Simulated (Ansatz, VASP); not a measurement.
**Si2PRh2: VASP beside Ansatz**

```xyz
5
Lattice="0.0000 3.9131 0.0000 3.9131 0.0000 0.0000 1.9565 1.9565 -4.8022" Properties=species:S:1:pos:R:3 pbc="T T T"
Si    1.9565    1.9565   -1.3254
Si    3.9131    3.9131   -3.4768
P     0.0000    0.0000    0.0000
Rh    1.9565    3.9131   -2.4011
Rh    3.9131    1.9565   -2.4011
```

Alike in both runs: task single point; functional PBE; k mesh 7 × 7 × 7; occupations gaussian, width 0.0164 eV; no spin polarisation.

|  | VASP | Ansatz |
| --- | --- | --- |
| version | VASP 6.6.1 | Ansatz 0.2.0 |
| potentials or method | VASP PAW PBE potentials, release 64 (Si, P, Rh_pv) | PAW plane waves |
| plane-wave cutoff (eV) | 520 | 420 |
| valence electrons in the cell | 43 | 47 |

Ansatz gave:

- pressure (GPa): 21.4
- largest component of the traceless stress (GPa): 13.04
- rms of the force components (eV/Å): 1.643

Question: Estimate VASP's values.

Answer: Pressure (GPa): 21.5; largest component of the traceless stress (GPa): 13.19; rms of the force components (eV/Å): 1.658.

Atom by atom the forces differ by 0.014 eV/Å (rms over components). The functional is the same, so the differences come from potentials, cutoffs and numerics. The two sets of potentials don't hold the same shells in valence. Ansatz warned: «structure_snapped_to_symmetry».

Caveats: so large a pressure means that the cell lies far from this level's equilibrium, or that cutoff or potentials fall short (VASP); forces of over 1 eV/Å show positions far from the minimum, so gaps and moduli don't describe the material at rest.
